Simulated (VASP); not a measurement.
Data:

```
HgTe
1.0
    0.00000     3.31834     3.31834
    3.31834     0.00000     3.31834
    3.31834     3.31834     0.00000
Hg Te
1 1
Direct
  0.00000   0.00000   0.00000
  0.25000   0.25000   0.25000
```

Level of theory: optB88-vdW, VASP's PBE PAW potentials (set 64) (plane waves; VASP). Settings: 520 eV cut-off, Gaussian smearing of 0.050 eV, potentials Hg Te.

Unless said otherwise, spin-orbit coupling is left out, though it shifts the bands of the heavy elements here.

**Question.** Estimate the band gap (along the path) with the smallest direct gap where there is one.

**Answer.** 
```
Item                                                          Value
-------------------------  ----------------------------------------
band gap (along the path)  none (metal, semimetal or under 0.01 eV)
```

The compound is HgTe in the zinc blende structure. It was relaxed first, which changed the volume by +8 %.
